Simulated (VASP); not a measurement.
# ScGe4 (P4/mmm) in VASP: notebook

The runs below take ScGe4 through single point, with PBE.

Everything below comes from runs of VASP 6.6.1. Logs are shortened: lines on timing, memory, paths and dates and some standing lists are left out, and cuts for length are marked.

## (1) The crystal as given

The structure is tetragonal, space group P4/mmm (No. 123). The conventional cell has a = 6.010 Å, b = 6.010 Å, c = 2.911 Å, α = 90.00°, β = 90.00°, γ = 90.00°. Around Sc (site symmetry 4/mmm) lie 8 Ge at 2.84 Å and 2 Sc at 2.91 Å. Ge (site symmetry m2m) is surrounded by 4 Ge at 2.56 to 2.91 Å and 2 Sc at 2.84 Å.

The cell was built by a generator and needn't be a form met in nature.

## (2) Single point, PBE

INCAR

```
PREC = Accurate
ENCUT = 520
EDIFF = 1E-6
ISMEAR = 0
SIGMA = 0.1
LREAL = False
LASPH = True
NELM = 100
ALGO = Fast
ISIF = 2
LWAVE = False
LCHARG = True
GGA = PE
LELF = True
LVHAR = True
NBANDS = 42
```

KPOINTS

```
Automatic mesh
0
Gamma
  6 6 14
```

POSCAR

```
ScGe4
1.0
    6.0100603771      0.0000000000      0.0000000000
    0.0000000000      6.0100603771      0.0000000000
    0.0000000000      0.0000000000      2.9110683949
Sc Ge
1 4
Direct
    0.0000000000      0.0000000000      0.5000000000
    0.2872484039      0.7127515961      0.0000000000
    0.7127515961      0.7127515961      0.0000000000
    0.2872484039      0.2872484039      0.0000000000
    0.7127515961      0.2872484039      0.0000000000
```

Potentials or basis: VASP PAW PBE potentials, release 64 (Sc_sv, Ge_d).

On the command line:

```
> cat potpaw_PBE.64/Sc_sv/POTCAR potpaw_PBE.64/Ge_d/POTCAR > POTCAR
> mpirun -np 1 vasp_std > vasp.out
```

OUTCAR:

```text
PREC = Accurate
   ENCUT = 520
   EDIFF = 1E-6
   ISMEAR = 0
   LREAL = False
   LASPH = True
   NELM = 100
   ISIF = 2
   GGA = PE

 ion  position               nearest neighbor table
   1  0.000  0.000  0.500-   2 2.84   3 2.84   4 2.84   5 2.84   2 2.84   3 2.84   4 2.84   5 2.84

   2  0.287  0.713  0.000-   3 2.56   4 2.56   1 2.84   1 2.84
   3  0.713  0.713  0.000-   2 2.56   5 2.56   1 2.84   1 2.84
   4  0.287  0.287  0.000-   2 2.56   5 2.56   1 2.84   1 2.84
   5  0.713  0.287  0.000-   3 2.56   4 2.56   1 2.84   1 2.84

  LATTYP: Found a simple tetragonal cell.
 ALAT       =     6.0100603771
 C/A-ratio  =     0.4843659152

  Lattice vectors:

 A1 = (   6.0100603771,   0.0000000000,   0.0000000000)
 A2 = (   0.0000000000,   6.0100603771,   0.0000000000)
 A3 = (   0.0000000000,   0.0000000000,   2.9110683949)

Analysis of symmetry for initial positions (statically):
=====================================================================
 Subroutine PRICEL returns:
 Original cell was already a primitive cell.

 Routine SETGRP: Setting up the symmetry group for a
 simple tetragonal supercell.

 Subroutine GETGRP returns: Found 16 space group operations
 (whereof 16 operations were pure point group operations)
 out of a pool of 16 trial point group operations.

The static configuration has the point symmetry D_4h.

Analysis of symmetry for dynamics (positions and initial velocities):
=====================================================================
 Subroutine PRICEL returns:
 Original cell was already a primitive cell.

 Routine SETGRP: Setting up the symmetry group for a
 simple tetragonal supercell.

 Subroutine GETGRP returns: Found 16 space group operations
 (whereof 16 operations were pure point group operations)
 out of a pool of 16 trial point group operations.

The dynamic configuration has the point symmetry D_4h.

 Subroutine INISYM returns: Found 16 space group operations
 (whereof 16 operations are pure point group operations),
 and found     1 'primitive' translations

----------------------------------------------------------------------------------------

                                     Primitive cell

  volume of cell :     105.1502

  direct lattice vectors                    reciprocal lattice vectors
     6.010060377  0.000000000  0.000000000     0.166387680  0.000000000  0.000000000
     0.000000000  6.010060377  0.000000000     0.000000000  0.166387680  0.000000000
     0.000000000  0.000000000  2.911068395     0.000000000  0.000000000  0.343516491

  length of vectors
     6.010060377  6.010060377  2.911068395     0.166387680  0.166387680  0.343516491

  position of ions in fractional coordinates (direct lattice)
     0.000000000  0.000000000  0.500000000
     0.287248404  0.712751596  0.000000000
     0.712751596  0.712751596  0.000000000
     0.287248404  0.287248404  0.000000000
     0.712751596  0.287248404  0.000000000

  ion indices of the primitive-cell ions
   primitive index   ion index
                 1           1
                 2           2
                 3           3
                 4           4
                 5           5

----------------------------------------------------------------------------------------

 KPOINTS: Automatic mesh

Automatic generation of k-mesh.
 Grid dimensions read from file:
 generate k-points for:    6    6   14

 Generating k-lattice:

  Cartesian coordinates                     Fractional coordinates (reciprocal lattice)
     0.027731280  0.000000000  0.000000000     0.166666667  0.000000000  0.000000000
     0.000000000  0.027731280  0.000000000     0.000000000  0.166666667  0.000000000
     0.000000000  0.000000000  0.024536892     0.000000000  0.000000000  0.071428571

  Length of vectors
     0.027731280  0.027731280  0.024536892

  Shift w.r.t. Gamma in fractional coordinates (k-lattice)
     0.000000000  0.000000000  0.000000000

 Subroutine IBZKPT returns following result:
 ===========================================

 Found     80 irreducible k-points:

 Following reciprocal coordinates:
            Coordinates               Weight
  0.000000  0.000000  0.000000      1.000000
  0.166667  0.000000  0.000000      4.000000
  0.333333  0.000000  0.000000      4.000000
  0.500000  0.000000  0.000000      2.000000
  0.166667  0.166667  0.000000      4.000000
  0.333333  0.166667  0.000000      8.000000
[... 16 lines left out ...]
  0.333333  0.000000  0.142857      8.000000
  0.500000  0.000000  0.142857      4.000000
 [... further k-points ...]
   k-points           NKPTS =     80   k-points in BZ     NKDIM =     80   number of bands    NBANDS=     42
   number of dos      NEDOS =    301   number of ions     NIONS =      5
   total plane-waves  NPLWV =  55296
   dimension x,y,z NGX =    48 NGY =   48 NGZ =   24
   dimension x,y,z NGXF=    96 NGYF=   96 NGZF=   48
   ions per type =               1   4
   NGX,Y,Z   is equivalent  to a cutoff of  13.28, 13.28, 13.71 a.u.
   NGXF,Y,Z  is equivalent  to a cutoff of  26.55, 26.55, 27.41 a.u.
 SYSTEM =  unknown system
   PREC   = accura    normal or accurate (medium, high low for compatibility)
   ISTART =      0    job   : 0-new  1-cont  2-samecut
   ICHARG =      2    charge: 1-file 2-atom 10-const
   ISPIN  =      1    spin polarized calculation?
   LNONCOLLINEAR =      F non collinear calculations
   LSORBIT =      F    spin-orbit coupling
   LASPH  =      T    aspherical Exc in radial PAW
   ENCUT  =  520.0 eV  38.22 Ry    6.18 a.u.  11.17 11.17  5.41*2*pi/ulx,y,z
   NELM   =    100;   NELMIN=  2; NELMDL= -5     # of ELM steps
   EDIFF  = 0.1E-05   stopping-criterion for ELM
   LREAL  =      F    real-space projection
   EDIFFG = 0.1E-04   stopping-criterion for IOM
   NSW    =      0    number of steps for IOM
   IBRION =     -1    ionic relax: 0-MD 1-quasi-New 2-CG
   NFREE  =      0    steps in history (QN), initial steepest desc. (CG)
   ISIF   =      2    stress and relaxation
   ISYM   =      2    0-nonsym 1-usesym 2-fastsym
   POTIM  = 0.5000    time-step for ionic-motion
   TEBEG  =    0.0;   TEEND  =   0.0 temperature during run
   PSTRESS=    0.0 pullay stress
   NELECT =      67.0000    total number of electrons
   NUPDOWN=      -1.0000    fix difference up-down
   EMIN   =  10.00;   EMAX   =-10.00  energy-range for DOS
   EFERMI =   0.00;   METHOD = LEGACY
   ISMEAR =     0;   SIGMA  =   0.10  broadening in eV -4-tet -1-fermi 0-gaus
   EFERMI_NEDOS =   21; number of points for ismear=-14 and -15
   IALGO  =     68    algorithm
   IMIX   =      4    mixing-type and parameters
     AMIX     =   0.40;   BMIX     =  1.00
     AMIX_MAG =   1.60;   BMIX_MAG =  1.00
  volume/ion in A,a.u.               =      21.03       141.92
  Fermi-wavevector in a.u.,A,eV,Ry     =   1.408736  2.662126 27.001282  1.984538
  Thomas-Fermi vector in A             =   2.530864
   LORBIT       =      0    0 simple, 1 ext, 2 COOP (PROOUT), +10 PAW based schemes
   GGA     = PE    functional components
   LHFCALC =     F    Hartree Fock is set to
   AEXX    =    0.0000 exact exchange contribution
   IVDW    =     0    specifies the selected vdW correction
   LEPSILON=     F    determine dielectric tensor
   LRPA    =     F    only Hartree local field effects (RPA)
 non-spin polarized calculation
 RMM-DIIS sequential band-by-band and
 Gauss-broadening in eV      SIGMA  =   0.10
  energy-cutoff  :      520.00
  volume of cell :      105.15
 maximum number of plane-waves:      2856
 NGX is ok and might be reduce to    48

 number of electron      67.0000074 magnetization

 Free energy of the ion-electron system (eV)
  ---------------------------------------------------
  ext. energy  EPLUGINS =         0.00000000
  ---------------------------------------------------
  free energy    TOTEN  =       -25.01302771 eV

  energy without entropy =      -25.00157837  energy(sigma->0) =      -25.00730304

 E-fermi :   5.0387     XC(G=0): -10.5110

 val. band max:        5.0297793814   @ k =   0.0000   0.0000   0.0714
 cond. band min:       5.0455558464   @ k =   0.1667   0.0000   0.0000
 fundamental gap:      0.0157764651
 Fermi energy:         5.0387184361

 k-point     1 :       0.0000    0.0000    0.0000
  band No.  band energies     occupation
      1     -44.2153      2.00000
      2     -22.8932      2.00000
      3     -22.8932      2.00000
      4     -22.5935      2.00000
      5     -19.2808      2.00000
      6     -19.2702      2.00000
[... 34 lines left out ...]
     41      10.1089      0.00000
     42      12.3868      0.00000

 k-point     2 :       0.1667    0.0000    0.0000
  band No.  band energies     occupation
      1     -44.2153      2.00000
      2     -22.8933      2.00000
      3     -22.8932      2.00000
      4     -22.5935      2.00000
      5     -19.2800      2.00000
      6     -19.2679      2.00000
[... 34 lines left out ...]
     41      10.2603      0.00000
     42      11.4588      0.00000

 k-point     3 :       0.3333    0.0000    0.0000
  band No.  band energies     occupation
      1     -44.2153      2.00000
      2     -22.8934      2.00000
      3     -22.8932      2.00000
      4     -22.5935      2.00000
      5     -19.2790      2.00000
      6     -19.2677      2.00000
[... 34 lines left out ...]
     41      10.6716      0.00000
     42      10.7511      0.00000

 k-point     4 :       0.5000    0.0000    0.0000
  band No.  band energies     occupation
      1     -44.2153      2.00000
      2     -22.8935      2.00000
      3     -22.8931      2.00000
      4     -22.5935      2.00000
      5     -19.2786      2.00000
      6     -19.2679      2.00000
[... 844 lines left out ...]
     41      10.3474      0.00000
     42      10.4740      0.00000

 k-point    23 :       0.3333    0.0000    0.1429
  band No.  band energies     occupation
      1     -44.2008      2.00000
      2     -22.8782      2.00000
      3     -22.8780      2.00000
      4     -22.7131      2.00000
      5     -19.2644      2.00000
      6     -19.2561      2.00000
[... 34 lines left out ...]
     41      10.1093      0.00000
     42      10.6089      0.00000

 k-point    24 :       0.5000    0.0000    0.1429
  band No.  band energies     occupation
      1     -44.2008      2.00000
      2     -22.8782      2.00000
      3     -22.8779      2.00000
      4     -22.7131      2.00000
      5     -19.2637      2.00000
      6     -19.2534      2.00000
[... 34 lines left out ...]
     41       9.1973      0.00000
     42       9.9195      0.00000

 [... further k-points ...]

------------------------ aborting loop because EDIFF is reached ----------------------------------------

  FORCE on cell =-STRESS in cart. coord.  units (eV):
  Direction    XX          YY          ZZ          XY          YZ          ZX
  --------------------------------------------------------------------------------------
  -------------------------------------------------------------------------------------
  Total        0.0421934      0.0421934      0.0323866      0.0000000      0.0000000      0.0000000
  in kB        0.6429025      0.6429025      0.4934754      0.0000000      0.0000000      0.0000000
  external PRESSURE =       0.5930935 kB  Pullay stress =       0.0000000 kB

 VOLUME and BASIS-vectors are now :
 -----------------------------------------------------------------------------
  energy-cutoff  :      520.00
  volume of cell :      105.15
      direct lattice vectors                 reciprocal lattice vectors
     6.010060377  0.000000000  0.000000000     0.166387680  0.000000000  0.000000000
     0.000000000  6.010060377  0.000000000     0.000000000  0.166387680  0.000000000
     0.000000000  0.000000000  2.911068395     0.000000000  0.000000000  0.343516491

 POSITION                                       TOTAL-FORCE (eV/Angst)
 -----------------------------------------------------------------------------------
      0.00000      0.00000      1.45553         0.000000      0.000000      0.000000
      1.72638      4.28368      0.00000         0.000892     -0.000892     -0.000000
      4.28368      4.28368      0.00000        -0.000892     -0.000892      0.000000
      1.72638      1.72638      0.00000         0.000892      0.000892     -0.000000
      4.28368      1.72638      0.00000        -0.000892      0.000892      0.000000
 -----------------------------------------------------------------------------------
    total drift:                                0.000000      0.000000     -0.000000

  FREE ENERGIE OF THE ION-ELECTRON SYSTEM (eV)
  ---------------------------------------------------
  free  energy   TOTEN  =       -25.0130277102 eV

  energy  without entropy=      -25.0015783735  energy(sigma->0) =      -25.00730304
```

Run time: 5.7 min. Hardware: 1 thread of Intel Xeon Platinum 8488C (Sapphire Rapids), shared host; peak memory 0.41 GiB.

Results:

```
Free energy            : -25.0130 eV
Pressure               : 0.1 GPa
Band gap on the k mesh : none (metal or under the smearing width)
```

## (3) Single point, PBE

This run uses another cell than the first one: it holds 10 atoms, not 5.

INCAR

```
SYSTEM = ScGe4
ALGO = Fast ; EDIFF = 1E-6
ENCUT = 520 ; GGA = PE
ISIF = 2 ; ISMEAR = 0
LASPH = .True. ; LCHARG = .True.
LELF = .True. ; LREAL = .False.
LVHAR = .True. ; LWAVE = .False.
NBANDS = 78 ; NELM = 100
PREC = Accurate ; SIGMA = 0.1
```

KPOINTS

```
k-points
0
Gamma
  4 4 4
  0 0 0
```

POSCAR

```
ScGe4
1.0
    5.1617836400      0.0000000000      0.0000000000
    0.0000000000      5.1617836400      0.0000000000
    0.0000000000      0.0000000000      6.3637878900
Sc Ge
2 8
Direct
    0.0000000000      0.0000000000      0.2500000000
    0.0000000000      0.0000000000      0.7500000000
    0.4612720000      0.7598320200      0.9035400000
    0.5387280000      0.7598320200      0.4035400000
    0.7598320200      0.5387280000      0.0964600000
    0.2401679800      0.4612720000      0.0964600000
    0.7598320200      0.4612720000      0.5964600000
    0.4612720000      0.2401679800      0.4035400000
    0.2401679800      0.5387280000      0.5964600000
    0.5387280000      0.2401679800      0.9035400000
```

Potentials or basis: VASP PAW PBE potentials, release 64 (Sc_sv, Ge_d).

On the command line:

```
> cat potpaw_PBE.64/Sc_sv/POTCAR potpaw_PBE.64/Ge_d/POTCAR > POTCAR
> mpirun -np 1 vasp_std > vasp.out
```

Run time: 4.5 min. Hardware: 1 thread of Intel Xeon Platinum 8375C at 2.90GHz (Ice Lake), shared host; peak memory 0.35 GiB.

Results (log left out):

```
Free energy            : -41.6229 eV
Pressure               : 29.7 GPa
Largest force          : 4.552 eV/Å
Band gap on the k mesh : none (metal or under the smearing width)
```

Forces in eV/Å, atoms in the order of the input:
```
Sc   0.000  0.000  0.000
Sc   0.000  0.000  0.000
Ge  -0.654  3.912 -2.233
Ge   0.654  3.912 -2.233
Ge   3.912  0.654  2.233
Ge  -3.912 -0.654  2.233
Ge   3.912 -0.654  2.233
Ge  -0.654 -3.912 -2.233
Ge  -3.912  0.654  2.233
Ge   0.654 -3.912 -2.233
```

Stress tensor (GPa, compression positive):
```
31.13  0.00  0.00
 0.00 31.13  0.00
 0.00  0.00 26.75
```

Levels at points of the mesh, in eV from the Fermi level:
| k point | band 65 | band 66 | band 67 | band 68 | band 69 | band 70 |
| --- | --- | --- | --- | --- | --- | --- |
| (0.00, 0.00, 0.00) | -0.70 | -0.59 | -0.53 | -0.24 | -0.24 | 0.17 |
| (0.50, 0.00, 0.00) | -0.94 | -0.52 | 0.04 | 0.40 | 0.45 | 0.46 |
| (0.50, 0.50, 0.00) | -0.44 | -0.35 | 0.33 | 0.35 | 0.35 | 0.79 |
| (0.00, 0.00, 0.50) | -1.16 | -1.16 | 0.03 | 0.03 | 0.34 | 0.34 |
| (0.50, 0.00, 0.50) | -0.47 | -0.47 | -0.45 | -0.45 | -0.21 | -0.21 |
| (0.50, 0.50, 0.50) | -0.49 | -0.49 | -0.15 | -0.15 | 0.24 | 0.24 |

Caveat: a pressure of tens of GPa on the cell as given is suspect, and the run, the potentials or the cell itself is likely at fault; forces of over 1 eV/Å show positions far from the minimum, so gaps and moduli don't describe the material at rest.
